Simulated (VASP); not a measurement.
An input for Quantum ESPRESSO's pw.x (written as the equivalent of a VASP run, and not itself run):

```
&CONTROL
  calculation = 'scf'
  pseudo_dir = './pseudo'
  outdir = './out'
  tprnfor = .true.
  tstress = .true.
/
&SYSTEM
  ibrav = 0
  nat = 2
  ntyp = 2
  ecutwfc = 84
  occupations = 'tetrahedra'
  input_dft = 'vdw-df2'
/
&ELECTRONS
  conv_thr = 7.3e-09
  electron_maxstep = 100
/
ATOMIC_SPECIES
  Y 88.906 Y.upf
  N 14.007 N.upf
CELL_PARAMETERS angstrom
     0.0000000    2.4913491    2.4913491
     2.4913491    0.0000000    2.4913491
     2.4913491    2.4913491    0.0000000
ATOMIC_POSITIONS crystal
  Y    0.0000000  0.0000000  0.0000000
  N    0.5000000  0.5000000  0.5000000
K_POINTS automatic
  10 10 10 0 0 0
```

Q: Write the VASP files for the same calculation (vdW-DF2).

A: One answer among several that fit: 
### KPOINTS
```
Automatic mesh
0
Gamma
10 10 10
0 0 0
```

### INCAR
```
# general
SYSTEM   = YN
PREC     = Accurate
ENCUT    = 520   # plane-wave cut-off (eV)
LREAL    = F   # projection in real space or not
LASPH    = T   # aspherical one-centre terms

# electronic loop
EDIFF    = 1E-7
NELM     = 100
ALGO     = Normal
LMAXMIX  = 4   # l cut-off of mixed one-centre charges

# smearing
ISMEAR   = -5

# functional
GGA      = ML
LUSE_VDW = T
AGGAC    = 0.0
ZAB_VDW  = -1.8867

# ions
ISIF     = 2

# output
LWAVE    = F
LCHARG   = T
LORBIT   = 11
NEDOS    = 601   # DOS grid
```

POSCAR:
```
YN
1
    0.0000000000     2.4913490795     2.4913490795
    2.4913490795     0.0000000000     2.4913490795
    2.4913490795     2.4913490795     0.0000000000
Y N
1 1
Direct
  0.0000000000   0.0000000000   0.0000000000
  0.5000000000   0.5000000000   0.5000000000
```

POTCAR, in this order: Y_sv N (PBE.64 set). Program: vasp_std.

The two are equivalent in intent, not identical: the potentials are each code's own (VASP's PAW set, PseudoDojo norm-conserving files in pw.x), so ENCUT and ecutwfc are chosen apart and not converted; conv_thr bounds pw.x's estimated SCF error, while EDIFF bounds the energy change between steps.

The compound is YN in the rock salt structure. It was relaxed first, which changed the volume by +6 %.
